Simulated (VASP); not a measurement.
Computed with RPBE GGA, VASP's PBE PAW potentials (set 64) (plane waves; VASP).

Input for VASP

### KPOINTS
```
Automatic mesh
0
Gamma
6 6 6
0 0 0
```

File POSCAR:
```
NaI
1.0
  0.0000000000   3.3523602638   3.3523602638
  3.3523602638   0.0000000000   3.3523602638
  3.3523602638   3.3523602638   0.0000000000
Na I
1 1
Direct
  0.0000000000   0.0000000000   0.0000000000
  0.5000000000   0.5000000000   0.5000000000
```

### INCAR
```
! general
SYSTEM  = NaI
PREC    = Accurate
ENCUT   = 520
LREAL   = .FALSE.
LASPH   = .TRUE.

! electronic loop
EDIFF   = 1E-6
NELM    = 100
ALGO    = Normal
LMAXMIX = 4

! smearing
ISMEAR  = 0
SIGMA   = 0.05

! functional
GGA     = RP

! ions
IBRION  = 2
NSW     = 60
ISIF    = 3
EDIFFG  = -0.01

! output
LWAVE   = .FALSE.
LCHARG  = .FALSE.
```

POTCAR, in this order: Na_pv I (PBE.64 set). Program: vasp_std.

The resulting files:

OSZICAR:
```
       N       E                     dE             d eps       ncg     rms          rms(c)
DAV:   1     0.809968153339E+02    0.80997E+02   -0.69019E+03   352   0.115E+03
DAV:   2     0.205913419678E+01   -0.78938E+02   -0.73575E+02   368   0.231E+02
DAV:   3    -0.491740935829E+01   -0.69765E+01   -0.69373E+01   433   0.718E+01
DAV:   4    -0.512854611684E+01   -0.21114E+00   -0.21092E+00   400   0.134E+01
DAV:   5    -0.513520557131E+01   -0.66595E-02   -0.66592E-02   403   0.251E+00    0.187E+00
DAV:   6    -0.505795212713E+01    0.77253E-01   -0.11660E-01   400   0.196E+00    0.130E+00
DAV:   7    -0.505091840803E+01    0.70337E-02   -0.11649E-01   388   0.202E+00    0.703E-01
DAV:   8    -0.505700441859E+01   -0.60860E-02   -0.15460E-02   355   0.104E+00    0.208E-01
DAV:   9    -0.505689682129E+01    0.10760E-03   -0.29355E-04   388   0.154E-01    0.702E-02
DAV:  10    -0.505699351732E+01   -0.96696E-04   -0.16252E-04   376   0.119E-01    0.924E-03
DAV:  11    -0.505700383824E+01   -0.10321E-04   -0.14345E-05   391   0.344E-02    0.333E-03
DAV:  12    -0.505700656976E+01   -0.27315E-05   -0.54630E-06   367   0.212E-02    0.181E-03
DAV:  13    -0.505700696305E+01   -0.39329E-06   -0.27991E-07   338   0.497E-03
   1 F= -.50570070E+01 E0= -.50570070E+01  d E =-.505701E+01
```

OUTCAR:
```
------------------------ aborting loop because EDIFF is reached ----------------------------------------
  FORCE on cell =-STRESS in cart. coord.  units (eV):
  Direction    XX          YY          ZZ          XY          YZ          ZX
  --------------------------------------------------------------------------------------
  Total       -0.0061079     -0.0061079     -0.0061079     -0.0000000      0.0000000     -0.0000000
  in kB       -0.1298738     -0.1298738     -0.1298738     -0.0000000      0.0000000     -0.0000000
  external PRESSURE =      -0.1298738 kB  Pullay stress =       0.0000000 kB
  volume of cell :       75.35
      direct lattice vectors                 reciprocal lattice vectors
     0.000000000  3.352360264  3.352360264    -0.149148648  0.149148648  0.149148648
     3.352360264  0.000000000  3.352360264     0.149148648 -0.149148648  0.149148648
     3.352360264  3.352360264  0.000000000     0.149148648  0.149148648 -0.149148648
  FREE ENERGIE OF THE ION-ELECTRON SYSTEM (eV)
  ---------------------------------------------------
  free  energy   TOTEN  =        -5.0570069631 eV

  energy  without entropy=       -5.0570069631  energy(sigma->0) =       -5.05700696

 reached required accuracy - stopping structural energy minimisation
```
(Selected blocks of OUTCAR.)

OUTCAR:
```
 val. band max:        0.2324838962   @ k =   0.0000   0.0000   0.0000

 cond. band min:       3.8749415452   @ k =   0.0000   0.0000   0.0000


 Fermi energy:         0.5299002414

 k-point     1 :       0.0000    0.0000    0.0000
  band No.  band energies     occupation
      1     -22.3856      2.00000
      2     -22.3856      2.00000
      3     -22.3856      2.00000
      4     -10.4929      2.00000
      5       0.2325      2.00000
      6       0.2325      2.00000
      7       0.2325      2.00000
      8       3.8749      0.00000
      9       8.2748      0.00000
     10       8.2748      0.00000
     11       8.2748      0.00000

 k-point     2 :       0.1667    0.0000    0.0000
  band No.  band energies     occupation
      1     -22.3863      2.00000
      2     -22.3856      2.00000
      3     -22.3856      2.00000
      4     -10.4398      2.00000
      5      -0.3510      2.00000
      6       0.1747      2.00000
      7       0.1747      2.00000
      8       4.6000      0.00000
      9       7.7941      0.00000
     10       8.4173      0.00000
     11       8.4173      0.00000

 k-point     3 :       0.3333    0.0000    0.0000
  band No.  band energies     occupation
      1     -22.3877      2.00000
      2     -22.3857      2.00000
      3     -22.3857      2.00000
      4     -10.3288      2.00000
      5      -1.1950      2.00000
      6       0.0655      2.00000
      7       0.0655      2.00000
      8       5.4134      0.00000
      9       7.9361      0.00000
     10       7.9696      0.00000
     11       7.9696      0.00000

 k-point     4 :       0.5000    0.0000    0.0000
  band No.  band energies     occupation
      1     -22.3884      2.00000
      2     -22.3858      2.00000
      3     -22.3858      2.00000
      4     -10.2708      2.00000
      5      -1.5398      2.00000
      6       0.0138      2.00000
      7       0.0138      2.00000
      8       5.5141      0.00000
      9       7.7229      0.00000
...
```

Unless said otherwise, spin-orbit coupling is left out, though it shifts the bands of the heavy elements here.

The compound is NaI in the rock salt structure. It was relaxed first, which changed the volume by +11 %. The start is the result of an earlier pass.
